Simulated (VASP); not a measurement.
# Bi3SbO3 (Pm-3m) in VASP: a series of runs, part 2 of 2

VASP 6.6.1.

**4. Relaxation of cell and atoms, PBE**

This run uses another cell than the first one, of 22.48 Å³/atom, 1.100 times its volume.

Contents of INCAR:

```
SYSTEM = Bi3SbO3
PREC = Normal
ENCUT = 520
EDIFF = 1E-4
ISMEAR = 0
SIGMA = 0.15
LREAL = .False.
LASPH = .True.
NELM = 60
ALGO = Fast
ISIF = 3
LWAVE = .False.
LCHARG = .False.
GGA = PE
IBRION = 2
NSW = 24
EDIFFG = -0.08
```

Contents of KPOINTS:

```
regular mesh
0
Gamma
  3 3 3
  0 0 0
```

Contents of POSCAR:

```
Bi3SbO3
1.0
    5.3991275900      0.0000000000      0.0000000000
    0.0000000000      5.3991275900      0.0000000000
    0.0000000000      0.0000000000      5.3991275900
Sb Bi O
1 3 3
Direct
    0.0000000000      0.0000000000      0.0000000000
    0.5000000000      0.0000000000      0.5000000000
    0.5000000000      0.5000000000      0.0000000000
    0.0000000000      0.5000000000      0.5000000000
    0.5000000000      0.0000000000      0.0000000000
    0.0000000000      0.5000000000      0.0000000000
    0.0000000000      0.0000000000      0.5000000000
```

Command:

```
cat potpaw_PBE.64/Sb/POTCAR potpaw_PBE.64/Bi_d/POTCAR potpaw_PBE.64/O/POTCAR > POTCAR
mpirun -np 1 vasp_std > vasp.out
```

It took 43 s on 1 thread of Intel Xeon Platinum 8488C (Sapphire Rapids), shared host; peak memory 0.18 GiB.

Results (log left out):

```yaml
Free_energy: -33.5019 eV
Relaxed_volume: 19.31 Å³/atom
Relaxed_cell: a = 5.132 Å, b = 5.132 Å, c = 5.132 Å, α = 90.00°, β = 90.00°, γ = 90.00°
Space_group_after_relaxing_to_0.05_Å: Pm-3m (No. 221)
Energy_gained_by_relaxing: 115.2 meV/atom
Ionic_steps: 3
Pressure_after_relaxing: -0.1 GPa
Band_gap_on_the_k_mesh: none (metal or under the smearing width)
```

Step by step:
| step | energy change (eV) | largest force (eV/Å) | pressure (GPa) | volume (Å³) |
| --- | --- | --- | --- | --- |
| 1 | 0.0000 | 0.0000 | -9.99 | 157.39 |
| 2 | -0.6645 | 0.0000 | 6.34 | 127.57 |
| 3 | -0.8063 | 0.0000 | -0.13 | 135.18 |

Final structure:
```
CELL_PARAMETERS angstrom
5.13218 0.00000 0.00000
0.00000 5.13218 0.00000
0.00000 0.00000 5.13218
ATOMIC_POSITIONS crystal
Sb 0.00000 0.00000 0.00000
Bi 0.50000 0.00000 0.50000
Bi 0.50000 0.50000 0.00000
Bi 0.00000 0.50000 0.50000
O 0.50000 0.00000 0.00000
O 0.00000 0.50000 0.00000
O 0.00000 0.00000 0.50000
```

Levels at points of the mesh, in eV from the Fermi level:
```
           k point  band 30  band 31  band 32  band 33  band 34  band 35  band 36  band 37  band 38  band 39
(0.00, 0.00, 0.00)    -4.59    -4.59    -0.21    -0.21    -0.21     2.85     2.85     2.85     4.19     4.19
```

Caveat: the k mesh is coarse (spacing up to 0.39 Å⁻¹), so the values aren't converged; spin-orbit coupling is left out, which moves the levels of the heavy elements; the relaxation stopped at a loose force limit of 0.08 eV/Å, so its end isn't a converged minimum.

**5. Relaxation of cell and atoms, PBE**

This run uses another cell than the first one, of 23.06 Å³/atom, 1.128 times its volume.

INCAR is that of step 4.

KPOINTS is that of step 4.

Contents of POSCAR:

```
Bi3SbO3
1.0
    5.4445949800      0.0000000000      0.0000000000
    0.0000000000      5.4445949800      0.0000000000
    0.0000000000      0.0000000000      5.4445949800
Sb Bi O
1 3 3
Direct
    0.5000000000      0.5000000000      0.5000000000
    0.5000000000      0.0000000000      0.0000000000
    0.0000000000      0.5000000000      0.0000000000
    0.0000000000      0.0000000000      0.5000000000
    0.0000000000      0.5000000000      0.5000000000
    0.5000000000      0.0000000000      0.5000000000
    0.5000000000      0.5000000000      0.0000000000
```

Potentials or basis: VASP PAW PBE potentials, release 64 (Sb, Bi_d, O).

Command:

```
cat potpaw_PBE.64/Sb/POTCAR potpaw_PBE.64/Bi_d/POTCAR potpaw_PBE.64/O/POTCAR > POTCAR
mpirun -np 1 vasp_std > vasp.out
```

OUTCAR:

```text
SYSTEM = Bi3SbO3
   PREC = Normal
   ENCUT = 520
   EDIFF = 1E-4
   ISMEAR = 0
   LREAL = .False.
   LASPH = .True.
   NELM = 60
   ISIF = 3
   GGA = PE
   IBRION = 2
   NSW = 24
   EDIFFG = -0.08

 ion  position               nearest neighbor table
   1  0.500  0.500  0.500-   5 2.72   6 2.72   7 2.72   7 2.72   6 2.72   5 2.72   2 3.85   3 3.85
                             2 3.85   2 3.85   4 3.85   3 3.85   2 3.85   3 3.85   4 3.85   4 3.85
   2  0.500  0.000  0.000-   6 2.72   7 2.72   6 2.72   7 2.72   3 3.85   1 3.85   4 3.85   4 3.85
                             1 3.85   3 3.85   1 3.85   1 3.85   3 3.85   4 3.85   4 3.85   3 3.85
   3  0.000  0.500  0.000-   5 2.72   7 2.72   5 2.72   7 2.72   2 3.85   1 3.85   4 3.85   4 3.85
                             2 3.85   4 3.85   4 3.85   1 3.85   2 3.85   1 3.85   1 3.85   2 3.85
   4  0.000  0.000  0.500-   5 2.72   6 2.72   5 2.72   6 2.72   2 3.85   2 3.85   3 3.85   1 3.85
                             3 3.85   3 3.85   3 3.85   1 3.85   2 3.85   1 3.85   2 3.85   1 3.85
   5  0.000  0.500  0.500-   1 2.72   3 2.72   4 2.72   3 2.72   4 2.72   1 2.72
   6  0.500  0.000  0.500-   1 2.72   2 2.72   4 2.72   2 2.72   1 2.72   4 2.72
   7  0.500  0.500  0.000-   1 2.72   2 2.72   3 2.72   1 2.72   2 2.72   3 2.72

  LATTYP: Found a simple cubic cell.
 ALAT       =     5.4445949800

  Lattice vectors:

 A1 = (   5.4445949800,   0.0000000000,   0.0000000000)
 A2 = (   0.0000000000,   5.4445949800,   0.0000000000)
 A3 = (   0.0000000000,   0.0000000000,   5.4445949800)

Analysis of symmetry for initial positions (statically):
=====================================================================
 Subroutine PRICEL returns:
 Original cell was already a primitive cell.

 Routine SETGRP: Setting up the symmetry group for a
 simple cubic supercell.

 Subroutine GETGRP returns: Found 48 space group operations
 (whereof 48 operations were pure point group operations)
 out of a pool of 48 trial point group operations.

The static configuration has the point symmetry O_h .

Analysis of symmetry for dynamics (positions and initial velocities):
=====================================================================
 Subroutine PRICEL returns:
 Original cell was already a primitive cell.

 Routine SETGRP: Setting up the symmetry group for a
 simple cubic supercell.

 Subroutine GETGRP returns: Found 48 space group operations
 (whereof 48 operations were pure point group operations)
 out of a pool of 48 trial point group operations.

The dynamic configuration has the point symmetry O_h .

 Subroutine INISYM returns: Found 48 space group operations
 (whereof 48 operations are pure point group operations),
 and found     1 'primitive' translations

----------------------------------------------------------------------------------------

                                     Primitive cell

  volume of cell :     161.3975

  direct lattice vectors                    reciprocal lattice vectors
     5.444594980  0.000000000  0.000000000     0.183668391  0.000000000  0.000000000
     0.000000000  5.444594980  0.000000000     0.000000000  0.183668391  0.000000000
     0.000000000  0.000000000  5.444594980     0.000000000  0.000000000  0.183668391

  length of vectors
     5.444594980  5.444594980  5.444594980     0.183668391  0.183668391  0.183668391

  position of ions in fractional coordinates (direct lattice)
     0.500000000  0.500000000  0.500000000
     0.500000000  0.000000000  0.000000000
     0.000000000  0.500000000  0.000000000
     0.000000000  0.000000000  0.500000000
     0.000000000  0.500000000  0.500000000
     0.500000000  0.000000000  0.500000000
     0.500000000  0.500000000  0.000000000

  ion indices of the primitive-cell ions
   primitive index   ion index
                 1           1
                 2           2
                 3           3
                 4           4
                 5           5
                 6           6
                 7           7

----------------------------------------------------------------------------------------

 KPOINTS: regular mesh

Automatic generation of k-mesh.
 Grid dimensions read from file:
 generate k-points for:    3    3    3

 Generating k-lattice:

  Cartesian coordinates                     Fractional coordinates (reciprocal lattice)
     0.061222797  0.000000000  0.000000000     0.333333333  0.000000000  0.000000000
     0.000000000  0.061222797  0.000000000     0.000000000  0.333333333  0.000000000
     0.000000000  0.000000000  0.061222797     0.000000000  0.000000000  0.333333333

  Length of vectors
     0.061222797  0.061222797  0.061222797

  Shift w.r.t. Gamma in fractional coordinates (k-lattice)
     0.000000000  0.000000000  0.000000000

 Subroutine IBZKPT returns following result:
 ===========================================

 Found      4 irreducible k-points:

 Following reciprocal coordinates:
            Coordinates               Weight
  0.000000  0.000000  0.000000      1.000000
  0.333333  0.000000  0.000000      6.000000
  0.333333  0.333333  0.000000     12.000000
  0.333333  0.333333  0.333333      8.000000
   k-points           NKPTS =      4   k-points in BZ     NKDIM =      4   number of bands    NBANDS=     40
   number of dos      NEDOS =    301   number of ions     NIONS =      7
   total plane-waves  NPLWV =  27000
   dimension x,y,z NGX =    30 NGY =   30 NGZ =   30
   dimension x,y,z NGXF=    60 NGYF=   60 NGZF=   60
   ions per type =               1   3   3
   NGX,Y,Z   is equivalent  to a cutoff of   9.16,  9.16,  9.16 a.u.
   NGXF,Y,Z  is equivalent  to a cutoff of  18.32, 18.32, 18.32 a.u.
 SYSTEM =  Bi3SbO3
   PREC   = normal    normal or accurate (medium, high low for compatibility)
   ISTART =      0    job   : 0-new  1-cont  2-samecut
   ICHARG =      2    charge: 1-file 2-atom 10-const
   ISPIN  =      1    spin polarized calculation?
   LNONCOLLINEAR =      F non collinear calculations
   LSORBIT =      F    spin-orbit coupling
   LASPH  =      T    aspherical Exc in radial PAW
   ENCUT  =  520.0 eV  38.22 Ry    6.18 a.u.  10.12 10.12 10.12*2*pi/ulx,y,z
   NELM   =     60;   NELMIN=  2; NELMDL= -5     # of ELM steps
   EDIFF  = 0.1E-03   stopping-criterion for ELM
   LREAL  =      F    real-space projection
   EDIFFG = -.8E-01   stopping-criterion for IOM
   NSW    =     24    number of steps for IOM
   IBRION =      2    ionic relax: 0-MD 1-quasi-New 2-CG
   NFREE  =      1    steps in history (QN), initial steepest desc. (CG)
   ISIF   =      3    stress and relaxation
   ISYM   =      2    0-nonsym 1-usesym 2-fastsym
   POTIM  = 0.5000    time-step for ionic-motion
   TEBEG  =    0.0;   TEEND  =   0.0 temperature during run
   PSTRESS=    0.0 pullay stress
   NELECT =      68.0000    total number of electrons
   NUPDOWN=      -1.0000    fix difference up-down
   EMIN   =  10.00;   EMAX   =-10.00  energy-range for DOS
   EFERMI =   0.00;   METHOD = LEGACY
   ISMEAR =     0;   SIGMA  =   0.15  broadening in eV -4-tet -1-fermi 0-gaus
   EFERMI_NEDOS =   21; number of points for ismear=-14 and -15
   IALGO  =     68    algorithm
   IMIX   =      4    mixing-type and parameters
     AMIX     =   0.40;   BMIX     =  1.00
     AMIX_MAG =   1.60;   BMIX_MAG =  1.00
  volume/ion in A,a.u.               =      23.06       155.59
  Fermi-wavevector in a.u.,A,eV,Ry     =   1.227285  2.319233 20.493495  1.506229
  Thomas-Fermi vector in A             =   2.362254
   LORBIT       =      0    0 simple, 1 ext, 2 COOP (PROOUT), +10 PAW based schemes
   GGA     = PE    functional components
   LHFCALC =     F    Hartree Fock is set to
   AEXX    =    0.0000 exact exchange contribution
   IVDW    =     0    specifies the selected vdW correction
   LEPSILON=     F    determine dielectric tensor
   LRPA    =     F    only Hartree local field effects (RPA)
 conjugate gradient relaxation of ions
 non-spin polarized calculation
 RMM-DIIS sequential band-by-band and
 Gauss-broadening in eV      SIGMA  =   0.15
  energy-cutoff  :      520.00
  volume of cell :      161.40
 maximum number of plane-waves:      4385
   NGX = 21   NGY = 21   NGZ = 21

--------------------------------------- Ionic step        1  -------------------------------------------

 number of electron      67.9999884 magnetization

 Free energy of the ion-electron system (eV)
  ---------------------------------------------------
  ext. energy  EPLUGINS =         0.00000000
  ---------------------------------------------------
  free energy    TOTEN  =       -32.43174676 eV

  energy without entropy =      -32.38123951  energy(sigma->0) =      -32.40649313

 E-fermi :   6.0163     XC(G=0):  -9.8958

 val. band max:        5.9634445287   @ k =   0.0000   0.0000   0.0000
 cond. band min:       6.0453403022   @ k =   0.3333   0.3333   0.0000
 fundamental gap:      0.0818957735
 Fermi energy:         6.0163294526

 k-point     1 :       0.0000    0.0000    0.0000
  band No.  band energies     occupation
      1     -17.3519      2.00000
      2     -17.3519      2.00000
      3     -17.3344      2.00000
      4     -17.3344      2.00000
      5     -17.3344      2.00000
      6     -17.2760      2.00000
[... 240 lines left out ...]
  energy  without entropy=      -33.2956043836  energy(sigma->0) =      -33.31822237

--------------------------------------- Ionic step        3  -------------------------------------------

 number of electron      67.9999890 magnetization

 Free energy of the ion-electron system (eV)
  ---------------------------------------------------
  ext. energy  EPLUGINS =         0.00000000
  ---------------------------------------------------
  free energy    TOTEN  =       -33.50489218 eV

  energy without entropy =      -33.46449854  energy(sigma->0) =      -33.48469536

 E-fermi :   8.2629     XC(G=0): -10.7478

 val. band max:        8.0569232807   @ k =   0.3333   0.3333   0.3333
 cond. band min:       8.3022413022   @ k =   0.3333   0.3333   0.0000
 fundamental gap:      0.2453180215
 Fermi energy:         8.2629401891

 k-point     1 :       0.0000    0.0000    0.0000
  band No.  band energies     occupation
      1     -15.2300      2.00000
      2     -15.2300      2.00000
      3     -15.1294      2.00000
      4     -15.1294      2.00000
      5     -15.1294      2.00000
      6     -15.0420      2.00000
[... 195 lines left out ...]
  FREE ENERGIE OF THE ION-ELECTRON SYSTEM (eV)
  ---------------------------------------------------
  free  energy   TOTEN  =       -33.5048921818 eV

  energy  without entropy=      -33.4644985412  energy(sigma->0) =      -33.48469536

 reached required accuracy - stopping structural energy minimisation
```

Wall time 48 s (1 thread of Intel Xeon Platinum 8488C (Sapphire Rapids), shared host); peak memory 0.18 GiB.

Results:

```yaml
Free_energy: -33.5049 eV
Relaxed_volume: 19.32 Å³/atom
Relaxed_cell: a = 5.133 Å, b = 5.133 Å, c = 5.133 Å, α = 90.00°, β = 90.00°, γ = 90.00°
Space_group_after_relaxing_to_0.05_Å: Pm-3m (No. 221)
Energy_gained_by_relaxing: 153.3 meV/atom
Ionic_steps: 3
Pressure_after_relaxing: -0.2 GPa
Band_gap_on_the_k_mesh: none (metal or under the smearing width)
```

Step by step:
```csv
step,energy change (eV),largest force (eV/Å),pressure (GPa),volume (Å³)
1,0.0000,0.0000,-11.05,161.40
2,-0.9091,0.0000,6.91,127.02
3,-1.0731,0.0000,-0.23,135.21
```

Final structure:
```cif
data_structure
_symmetry_space_group_name_H-M 'P 1'
_symmetry_Int_Tables_number 1
_cell_length_a 5.1326
_cell_length_b 5.1326
_cell_length_c 5.1326
_cell_angle_alpha 90.000
_cell_angle_beta 90.000
_cell_angle_gamma 90.000
_cell_volume 135.21
loop_
_atom_site_label
_atom_site_type_symbol
_atom_site_fract_x
_atom_site_fract_y
_atom_site_fract_z
_atom_site_occupancy
Sb1 Sb 0.50000 0.50000 0.50000 1
Bi1 Bi 0.50000 0.00000 0.00000 1
Bi2 Bi 0.00000 0.50000 0.00000 1
Bi3 Bi 0.00000 0.00000 0.50000 1
O1 O 0.00000 0.50000 0.50000 1
O2 O 0.50000 0.00000 0.50000 1
O3 O 0.50000 0.50000 0.00000 1
```

Caveat: the k mesh is coarse (spacing up to 0.38 Å⁻¹), so the values aren't converged; the volume moved by over 15 % at a fixed basis, so the end points are rough; spin-orbit coupling is left out, which moves the levels of the heavy elements; the relaxation stopped at a loose force limit of 0.08 eV/Å, so its end isn't a converged minimum.

**6. Relaxation of cell and atoms, PBE**

This run uses another cell than the first one, of 23.16 Å³/atom, 1.133 times its volume.

INCAR is that of step 5.

KPOINTS is that of step 5.

Contents of POSCAR:

```
Bi3SbO3
1.0
    5.4530308000      0.0000000000      0.0000000000
    0.0000000000      5.4530308000      0.0000000000
    0.0000000000      0.0000000000      5.4530308000
Sb Bi O
1 3 3
Direct
    0.5000000000      0.5000000000      0.5000000000
    0.0000000000      0.5000000000      0.5000000000
    0.5000000000      0.0000000000      0.5000000000
    0.5000000000      0.5000000000      0.0000000000
    0.0000000000      0.0000000000      0.5000000000
    0.5000000000      0.0000000000      0.0000000000
    0.0000000000      0.5000000000      0.0000000000
```

Potentials or basis: VASP PAW PBE potentials, release 64 (Sb, Bi_d, O).

Command:

```
cat potpaw_PBE.64/Sb/POTCAR potpaw_PBE.64/Bi_d/POTCAR potpaw_PBE.64/O/POTCAR > POTCAR
mpirun -np 1 vasp_std > vasp.out
```

Wall time 45 s (1 thread of Intel Xeon Platinum 8488C (Sapphire Rapids), shared host); peak memory 0.18 GiB.

Results (log left out):

| Quantity | Value |
| --- | --- |
| Free energy | -29.1779 eV |
| Relaxed volume | 25.07 Å³/atom |
| Relaxed cell | a = 5.598 Å, b = 5.598 Å, c = 5.598 Å, α = 90.00°, β = 90.00°, γ = 90.00° |
| Space group after relaxing (to 0.05 Å) | Pm-3m (No. 221) |
| Energy gained by relaxing | 33.0 meV/atom |
| Ionic steps | 3 |
| Pressure after relaxing | -0.1 GPa |
| Band gap on the k mesh | 0.57 eV, direct |

The path:
```csv
step,energy change (eV),largest force (eV/Å),pressure (GPa),volume (Å³)
1,0.0000,0.0000,5.87,162.15
2,-0.1696,0.0000,-2.72,182.91
3,-0.2311,0.0000,-0.06,175.47
```

Final structure:
```
CELL_PARAMETERS angstrom
5.59844 0.00000 0.00000
0.00000 5.59844 0.00000
0.00000 0.00000 5.59844
ATOMIC_POSITIONS crystal
Sb 0.50000 0.50000 0.50000
Bi 0.00000 0.50000 0.50000
Bi 0.50000 0.00000 0.50000
Bi 0.50000 0.50000 0.00000
O 0.00000 0.00000 0.50000
O 0.50000 0.00000 0.00000
O 0.00000 0.50000 0.00000
```

Levels at points of the mesh, in eV from the valence-band top:
| k point | band 30 | band 31 | band 32 | band 33 | band 34 | band 35 | band 36 | band 37 | band 38 | band 39 |
| --- | --- | --- | --- | --- | --- | --- | --- | --- | --- | --- |
| (0.00, 0.00, 0.00) | -2.09 | -2.09 | -0.61 | -0.61 | -0.61 | 3.34 | 3.34 | 3.34 | 3.48 | 3.48 |

Caveat: spin-orbit coupling is left out, which as a rule narrows the gap of such compounds by several tenths of an eV; an odd mesh through Γ misses points on the zone boundary, where band edges often lie; the relaxation stopped at a loose force limit of 0.08 eV/Å, so its end isn't a converged minimum.
